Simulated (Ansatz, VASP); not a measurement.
## Ti7NbC8 (random rock-salt alloy of NbC and TiC): VASP beside Ansatz

Wanted: the spread between two codes on one cell, functional and k mesh. The structure shown is the start of the Ansatz relaxation below; VASP solves that cell, so the two are compared at the walk's first step.

Calculated with Ansatz 0.2.0; plane waves, with VASP 6.6.1 beside it; single point at PBE.

## Step 1: Set-up

The cell holds 64 atoms: 28 Ti, 32 C and 4 Nb. Its edges and angles: a = 8.692 Å, b = 8.692 Å, c = 8.692 Å, α = 90.0°, β = 90.0°, γ = 90.0°. It derives from NbC (rock-salt), repeated 2×2×2. Rock-salt NbC, 2 x 2 x 2 conventional cells, 28 of 32 Nb sites given to Ti at random (x = 0.875), lattice by Vegard's rule (a = 4.346 A); (so at first; earlier steps may have moved the atoms), displaced by a Gaussian of 0.02 A.

## Step 2: Ansatz: relaxation, PBE

Ansatz runs on its PAW soft_1 files.

The two programs are compared at the cell with which this relaxation starts, whose forces are those of its first step.

input.yaml

```yaml
crystal:
  lattice:
    - [8.6916, 0.0, 0.0]
    - [0.0, 8.6916, 0.0]
    - [0.0, 0.0, 8.6916]
  atoms:
    - { symbol: Ti, position: [0.00202, 0.99923, 0.00137] }
    - { symbol: C, position: [0.25234, 0.00288, 0.99898] }
    - { symbol: Ti, position: [0.99947, 0.25154, 0.25092] }
    - { symbol: C, position: [0.25251, 0.25117, 0.25306] }
    - { symbol: Ti, position: [0.24841, 0.00367, 0.24895] }
    - { symbol: C, position: [0.00271, 0.00281, 0.24671] }
    - { symbol: Ti, position: [0.24726, 0.25417, 0.998] }
    - { symbol: C, position: [0.0002, 0.25353, 0.99861] }
    - { symbol: Ti, position: [0.99905, 0.99993, 0.49985] }
    - { symbol: C, position: [0.25247, 0.00221, 0.49768] }
    - { symbol: Ti, position: [0.99943, 0.25386, 0.75144] }
    - { symbol: C, position: [0.25125, 0.25207, 0.75192] }
    - { symbol: Ti, position: [0.25192, 0.99704, 0.75045] }
    - { symbol: C, position: [0.99954, 0.00451, 0.74919] }
    - { symbol: Nb, position: [0.25134, 0.25078, 0.49703] }
    - { symbol: C, position: [0.99952, 0.24393, 0.49992] }
    - { symbol: Ti, position: [0.00314, 0.50025, 0.99628] }
    - { symbol: C, position: [0.25135, 0.49899, 0.99661] }
    - { symbol: Nb, position: [0.99515, 0.75295, 0.24903] }
    - { symbol: C, position: [0.24917, 0.7492, 0.25145] }
    - { symbol: Ti, position: [0.25232, 0.50184, 0.24899] }
    - { symbol: C, position: [0.0019, 0.50393, 0.25171] }
    - { symbol: Ti, position: [0.2509, 0.75174, 0.9992] }
    - { symbol: C, position: [0.00204, 0.74945, 0.99927] }
    - { symbol: Ti, position: [0.00423, 0.49869, 0.50005] }
    - { symbol: C, position: [0.24563, 0.49907, 0.49898] }
    - { symbol: Ti, position: [0.004, 0.75322, 0.74726] }
    - { symbol: C, position: [0.2486, 0.75022, 0.74827] }
    - { symbol: Ti, position: [0.24828, 0.5005, 0.74827] }
    - { symbol: C, position: [0.0047, 0.50146, 0.74435] }
    - { symbol: Ti, position: [0.25009, 0.75054, 0.50083] }
    - { symbol: C, position: [0.99628, 0.75158, 0.50041] }
    - { symbol: Ti, position: [0.50323, 0.99715, 0.9997] }
    - { symbol: C, position: [0.75082, 0.99699, 0.99739] }
    - { symbol: Ti, position: [0.50093, 0.24531, 0.24959] }
    - { symbol: C, position: [0.74706, 0.2481, 0.25008] }
    - { symbol: Ti, position: [0.74709, 0.00108, 0.24905] }
    - { symbol: C, position: [0.49748, 0.00299, 0.24778] }
    - { symbol: Nb, position: [0.7516, 0.24956, 0.99907] }
    - { symbol: C, position: [0.49922, 0.24506, 0.00162] }
    - { symbol: Ti, position: [0.49969, 0.00139, 0.49718] }
    - { symbol: C, position: [0.7489, 0.00274, 0.50029] }
    - { symbol: Nb, position: [0.49854, 0.25025, 0.74977] }
    - { symbol: C, position: [0.74444, 0.25148, 0.75068] }
    - { symbol: Ti, position: [0.75163, 0.00071, 0.74793] }
    - { symbol: C, position: [0.50093, 0.99725, 0.75156] }
    - { symbol: Ti, position: [0.74942, 0.24695, 0.50074] }
    - { symbol: C, position: [0.49981, 0.2529, 0.49829] }
    - { symbol: Ti, position: [0.50261, 0.50027, 0.00282] }
    - { symbol: C, position: [0.74794, 0.5017, 0.00038] }
    - { symbol: Ti, position: [0.50015, 0.74805, 0.25021] }
    - { symbol: C, position: [0.7504, 0.75167, 0.253] }
    - { symbol: Ti, position: [0.75197, 0.49918, 0.25098] }
    - { symbol: C, position: [0.50399, 0.4954, 0.24798] }
    - { symbol: Ti, position: [0.75158, 0.749, 0.00255] }
    - { symbol: C, position: [0.49742, 0.74634, 0.00224] }
    - { symbol: Ti, position: [0.4988, 0.50006, 0.49943] }
    - { symbol: C, position: [0.74933, 0.50039, 0.50427] }
    - { symbol: Ti, position: [0.49665, 0.74875, 0.75089] }
    - { symbol: C, position: [0.75351, 0.74982, 0.75158] }
    - { symbol: Ti, position: [0.75099, 0.49882, 0.75095] }
    - { symbol: C, position: [0.50069, 0.50039, 0.74898] }
    - { symbol: Ti, position: [0.74997, 0.75807, 0.49974] }
    - { symbol: C, position: [0.50023, 0.74923, 0.50386] }
kpoints:
  mp_grid: { grid: [2, 2, 2] }
hamiltonian:
  xc: pbe
  pseudopotentials: { kind: paw, azcp: { folder: soft_1 } }
scf:
  occupations: { method: gaussian, width: 0.05 }
output:
  forces: true
relax:
  f_tol: 0.05
  max_steps: 150
  cell: {}
```

Launch:

```sh
ansatz run input.yaml --threads 8 --pin off --max-ram 15872MiB --backend cpu --events-out ev --progress --plain --runs-dir out
```

Numbers of over 12 decimals in the logs are rounded to 6 here.

Log:

```text
Engine: ansatz 0.2.0, x86_64-unknown-linux-gnu
Pseudopotentials: kind: paw
Pseudopotential: Ti, paw, valence charge 12, recommended cutoff 420 eV (normal), soft_1/Ti.paw.azcp
Pseudopotential: C, paw, valence charge 4, recommended cutoff 420 eV (normal), soft_1/C.paw.azcp
Pseudopotential: Nb, paw, valence charge 13, recommended cutoff 420 eV (normal), soft_1/Nb.paw.azcp
Functional definition: PBE
  parameter kappa = 0.804
  parameter beta = 0.066725
  exchange = pbe_x(kappa = kappa, mu = beta*pi^2/3)
  correlation = pbe_c(beta = beta)
Crystal: 64 atoms, lattice volume = 656.597 Å³
Basis set: ecut = 420 eV, 12893 PW (Γ), exchange–correlation on 120×120×120 points (8 copies of the dense FFT grid, shifted against one another)
Bands: 322, of which v1, the nominal top of the filled ones, is band 258 counted from 1 (257 counted from 0)
Symmetry: 1 space group operations
Space group: P1 (ITA 1), of the structure as read, at distance tolerance 8.7e-5 Å
k-points: 8
Non-local potential: Ti, projectors of the file, l = 0: 3, l = 1: 2, l = 2: 3, l = 3: 1
Non-local potential: C, projectors of the file, l = 0: 2, l = 1: 2, l = 2: 1
Non-local potential: Nb, projectors of the file, l = 0: 3, l = 1: 2, l = 2: 2, l = 3: 1
PAW form: soft (Blöchl's): semilocal exchange-correlation on the pseudo side does not see the compensation charge
PAW one-centre angular grid: Ti, 590 points (default); XC on 64 Gauss nodes
PAW one-centre angular grid: C, 110 points (default); XC on 64 Gauss nodes
PAW one-centre angular grid: Nb, 590 points (default); XC on 64 Gauss nodes
Initial density: superposition of atomic densities (chi_scale 0.1, normalization cell, long waves kept (reshape's long-wave potential 0.01 eV rms))
Initial wavefunctions: pseudopotential atomic-orbital guess
Functional: x = pbe(κ = 0.804, μ = 0.219515), c = pbe(β = 0.066725)
SCF iter   1: F=—  HF=-96324.868850 eV  |F-HF|=—  |Δ(HF+E_count)|=         —  Δρ=1.47e-1  dr2=2.02e2  ethr=3.10e-3  ⟨swp⟩=4.0  Hψ=7863  notcnv=0
preconditioner: auto → Resta (q_TF=auto, 2.621 Å⁻¹)  ε∞=9.6  [insulator: Δε(μ)=0.500 eV  Ē_g=7.973 eV  σ=0.050 eV  W_gap=0.76  n_scr=202 (ndim 8)  ℏωp=23.4 eV  f_vac=0.000  D(μ)=10.38/eV (n_scr^D=56)  ε∞_Penn≈9.6]
SCF iter   2: F=—  HF=-96286.553973 eV  |F-HF|=—  |Δ(HF+E_count)|=    3.83e1  Δρ=4.80e-2  dr2=2.12e1  ethr=3.10e-3  ⟨swp⟩=4.0  Hψ=6123  notcnv=0  defer=394
preconditioner: auto → Kerker (q_TF=auto, 2.621 Å⁻¹)  [metal: Δε(μ)=0.043 eV  Ē_g=7.192 eV  σ=0.050 eV  W_gap=0.45  n_scr=202 (ndim 8)  ℏωp=23.4 eV  f_vac=0.000  D(μ)=12.39/eV (n_scr^D=80)]
SCF iter   3: F=—  HF=-96282.621478 eV  |F-HF|=—  |Δ(HF+E_count)|=    3.93e0  Δρ=1.27e-2  dr2=4.65e-1  ethr=3.10e-3  ⟨swp⟩=3.1  Hψ=3827  notcnv=0  defer=394
SCF iter   4: F=—  HF=-96282.673215 eV  |F-HF|=—  |Δ(HF+E_count)|=   5.17e-2  Δρ=2.43e-3  dr2=2.86e-2  ethr=9.01e-5  ⟨swp⟩=2.0  Hψ=3816  notcnv=0  defer=402
SCF iter   5: F=—  HF=-96282.675672 eV  |F-HF|=—  |Δ(HF+E_count)|=   2.46e-3  Δρ=5.56e-4  dr2=2.37e-3  ethr=5.54e-6  ⟨swp⟩=2.0  Hψ=2830  notcnv=0  defer=402
SCF iter   6: F=—  HF=-96282.675831 eV  |F-HF|=—  |Δ(HF+E_count)|=   1.59e-4  Δρ=1.04e-4  dr2=1.45e-4  ethr=4.59e-7  ⟨swp⟩=2.0  Hψ=3309  notcnv=0  defer=402
SCF iter   7: F=—  HF=-96282.675839 eV  |F-HF|=—  |Δ(HF+E_count)|=   8.91e-6  Δρ=3.62e-5  dr2=1.97e-5  ethr=2.81e-8  ⟨swp⟩=2.0  Hψ=2913  notcnv=0  defer=402
SCF iter   8: F=—  HF=-96282.675714 eV  |F-HF|=—  |Δ(HF+E_count)|=   1.25e-4  Δρ=1.41e-5  dr2=1.69e-6  ethr=3.81e-9  ⟨swp⟩=2.4  Hψ=4291  notcnv=0  defer=402
SCF iter   9: F=—  HF=-96282.675714 eV  |F-HF|=—  |Δ(HF+E_count)|=   1.27e-7  Δρ=3.41e-6  dr2=1.68e-7  ethr=3.27e-10  ⟨swp⟩=2.0  Hψ=3191  notcnv=0  defer=402
SCF iter  10: F=-96282.675714 eV  HF=-96282.675714 eV  |F-HF|=6.91e-9  |Δ(HF+E_count)|=   2.52e-8  Δρ=7.33e-7  dr2=9.12e-9  ethr=1.94e-11  ⟨swp⟩=4.0  Hψ=6222  notcnv=0
SCF 1 converged in 10 iterations: F = -96282.675714 eV  dr2 = 9.12e-9
  greatest PAW one-centre occupation: 0.999 electrons in one spin orbital (limit 2), on the Ti atom at site 50 (counted from 0), in its partial waves of l = 0
relax step   1: F+E_penalty+E_count = -96282.67571401 eV  Δ(F+E_penalty+E_count) = +0.000e0 eV  max|allowed force component| = 1.286e0 eV/Å  Δτ_max = 0.0000 Å  P = +1.741 GPa  Ω = 656.597 Å³  (10 SCF iters, dr2 threshold 1.00e-7 eV, accepted)
Crystal: 64 atoms, lattice volume = 660.206 Å³
Basis set: ecut = 420 eV, 12973 PW (Γ), exchange–correlation on 120×120×120 points (8 copies of the dense FFT grid, shifted against one another)
Initial density: handed on by an earlier stage of this run
Initial wavefunctions: those handed on with the density
iter 1 solved again at ethr=1.64e-4 eV; its pass at ethr=3.10e-3 eV (dr2=8.44e-1 eV) is discarded
SCF iter   1: F=—  HF=-96283.331694 eV  |F-HF|=—  |Δ(HF+E_count)|=         —  Δρ=8.75e-3  dr2=8.68e-1  ethr=1.64e-4  ⟨swp⟩=4.9  Hψ=10891  notcnv=0  defer=9
[...]
atom  12  C     -0.01717711     0.00264809     0.01085042
  atom  13  Ti     0.00202063    -0.00435894    -0.00005643
  atom  14  C     -0.00674446     0.00034750     0.00895534
  atom  15  Nb     0.00520018     0.00147505    -0.00421653
  atom  16  C     -0.00030005    -0.01283222    -0.00688567
  atom  17  Ti    -0.00358745    -0.00389752    -0.00552869
  atom  18  C      0.00436876    -0.00057781    -0.00384891
  atom  19  Nb    -0.00134731     0.00538955     0.00759190
  atom  20  C     -0.00155468    -0.00576404    -0.01217132
  atom  21  Ti    -0.00149216     0.00024093    -0.00853827
  atom  22  C      0.00289506     0.00395393     0.00501714
  atom  23  Ti     0.00137724     0.00725352     0.01637680
  atom  24  C      0.01101549    -0.00074599    -0.00561853
  atom  25  Ti    -0.00154105     0.00423986    -0.00848356
  atom  26  C     -0.00241939     0.00630432     0.00270128
  atom  27  Ti    -0.00052326     0.00102881     0.00721973
  atom  28  C     -0.01046366     0.00351553    -0.01221591
  atom  29  Ti     0.00393595     0.00179854     0.00173091
  atom  30  C      0.00020525    -0.00145414    -0.00150683
  atom  31  Ti     0.00071372     0.00216704     0.01695397
  atom  32  C     -0.00316406    -0.00015499    -0.00427473
  atom  33  Ti     0.00499465     0.00343531     0.00038182
  atom  34  C      0.00318706     0.00008445     0.00238750
  atom  35  Ti     0.00270187    -0.00157214    -0.00545396
[...]
atom  57  Ti     0.00152765     0.00472237    -0.00176513
  atom  58  C      0.00515658    -0.00078064     0.00367268
  atom  59  Ti     0.00073165     0.00262447     0.00498028
  atom  60  C      0.00715040    -0.00179456    -0.00663428
  atom  61  Ti    -0.00338730    -0.00049857    -0.00494966
  atom  62  C      0.00050063     0.00228364     0.00046200
  atom  63  Ti    -0.00051727     0.00253545     0.01080631
  atom  64  C      0.00511434    -0.00727642    -0.00726816
  max |Σ_I F_I| component: 2.59e-6 eV/Å
--- Stress (GPa, compression-positive) ---
        0.002129      -0.008237       0.019859
       -0.008237      -0.005573       0.007738
        0.019859       0.007738       0.026441
  P = ⅓ Tr σ = 0.0077 GPa (0.077 kbar)
--- Relaxed structure (3 steps of the walk, 3 accepted, 1 SCFs on fresh bases) ---
  F+E_penalty+E_count = -96283.43082758 eV   max|allowed force component| = 1.718e-2 eV/Å   (the final SCF, on the basis selected at the relaxed cell)
  cell:  # Å, volume = 659.5070 Å³
    - [8.706587, 0.000175072, 0.00106393]
    - [0.000175072, 8.700616, -0.000187548]
    - [0.00106393, -0.000187548, 8.706055]
  atoms:
    - { symbol: Ti, position: [0.00112611, 0.999272, -0.00108067] }
    - { symbol: C, position: [0.250238, -0.000370204, 0.999739] }
    - { symbol: Ti, position: [1.000158, 0.250376, 0.249819] }
    - { symbol: C, position: [0.250173, 0.250341, 0.247677] }
    - { symbol: Ti, position: [0.251052, -0.000785503, 0.248846] }
    - { symbol: C, position: [0.000243755, 0.0019979, 0.249760] }
    - { symbol: Ti, position: [0.249539, 0.250366, 1.000546] }
    - { symbol: C, position: [0.00233793, 0.250351, 0.999906] }
    - { symbol: Ti, position: [0.999279, 0.999277, 0.500597] }
    - { symbol: C, position: [0.250143, -0.0020858, 0.499703] }
    - { symbol: Ti, position: [1.000254, 0.250393, 0.749775] }
    - { symbol: C, position: [0.247932, 0.250346, 0.751802] }
    - { symbol: Ti, position: [0.249356, 0.997874, 0.750545] }
    - { symbol: C, position: [1.000282, -0.000213177, 0.749681] }
    - { symbol: Nb, position: [0.249094, 0.250329, 0.498697] }
    - { symbol: C, position: [0.998078, 0.250476, 0.499717] }
    - { symbol: Ti, position: [0.00117942, 0.501451, 0.998969] }
    - { symbol: C, position: [0.250234, 0.501106, 0.999760] }
    - { symbol: Nb, position: [1.000226, 0.750315, 0.249693] }
    - { symbol: C, position: [0.252359, 0.750391, 0.249682] }
    - { symbol: Ti, position: [0.251097, 0.501432, 0.248940] }
    - { symbol: C, position: [0.000200587, 0.498719, 0.249749] }
    - { symbol: Ti, position: [0.251136, 0.750315, 0.998702] }
    - { symbol: C, position: [0.000305495, 0.750370, 0.997673] }
    - { symbol: Ti, position: [-0.000707272, 0.501424, 0.500711] }
    - { symbol: C, position: [0.250197, 0.502744, 0.499714] }
    - { symbol: Ti, position: [0.000229855, 0.750380, 0.749672] }
    - { symbol: C, position: [0.250310, 0.750332, 0.749977] }
    - { symbol: Ti, position: [0.249348, 0.502871, 0.750546] }
    - { symbol: C, position: [0.000232021, 0.500974, 0.749780] }
    - { symbol: Ti, position: [0.251154, 0.750351, 0.500534] }
    - { symbol: C, position: [1.000068, 0.750363, 0.501901] }
    - { symbol: Ti, position: [0.499423, 0.997864, 1.000640] }
    - { symbol: C, position: [0.750237, 0.997958, 0.999775] }
    - { symbol: Ti, position: [0.500217, 0.250381, 0.249834] }
    - { symbol: C, position: [0.750377, 0.250417, 0.251916] }
    - { symbol: Ti, position: [0.749392, -0.000671414, 0.250704] }
    - { symbol: C, position: [0.500302, -0.000183811, 0.249747] }
    - { symbol: Nb, position: [0.751362, 0.250416, 1.000889] }
    - { symbol: C, position: [0.498173, 0.250488, 0.00219802] }
    - { symbol: Ti, position: [0.501000, -0.00213337, 0.498964] }
    - { symbol: C, position: [0.750174, -0.000381804, 0.499835] }
    - { symbol: Nb, position: [0.500202, 0.250420, 0.749844] }
    - { symbol: C, position: [0.752643, 0.250373, 0.747705] }
    - { symbol: Ti, position: [0.751050, -0.00207098, 0.749031] }
    - { symbol: C, position: [0.500243, 0.997901, 0.749787] }
    - { symbol: Ti, position: [0.750850, 0.250388, 0.499156] }
    - { symbol: C, position: [0.502238, 0.250339, 0.497441] }
    - { symbol: Ti, position: [0.499416, 0.502878, 0.00068249] }
    - { symbol: C, position: [0.750258, 0.502757, -0.000263524] }
    - { symbol: Ti, position: [0.500276, 0.750413, 0.249643] }
    - { symbol: C, position: [0.748188, 0.750402, 0.250005] }
    - { symbol: Ti, position: [0.749376, 0.501449, 0.250721] }
    - { symbol: C, position: [0.500226, 0.500991, 0.249760] }
    - { symbol: Ti, position: [0.749336, 0.750380, -0.00128182] }
    - { symbol: C, position: [0.500091, 0.750424, -0.000240947] }
    - { symbol: Ti, position: [0.500974, 0.502870, 0.498944] }
    - { symbol: C, position: [0.750104, 0.501121, 0.499808] }
    - { symbol: Ti, position: [0.500208, 0.750366, 0.749704] }
    - { symbol: C, position: [0.750155, 0.750395, 0.749683] }
    - { symbol: Ti, position: [0.751085, 0.502910, 0.749052] }
    - { symbol: C, position: [0.500205, 0.502875, 0.749769] }
    - { symbol: Ti, position: [0.749287, 0.750363, 0.500606] }
    - { symbol: C, position: [0.500314, 0.750431, 0.499829] }
```

(Part 1 of 2 ends here.)

[Lines on the potential files, build, host, timing and source positions are cut from VASP's logs without a mark.]

[Logs are printed without paths, hosts, clocks, repeated set-up lines and the standing remarks that a program may print on its own settings, such as how far it seeks lower states.]

[Hosts, paths, dates, database ids (printed as entryN), source tags and the programs' standing remarks are cut or masked in the printed files.]
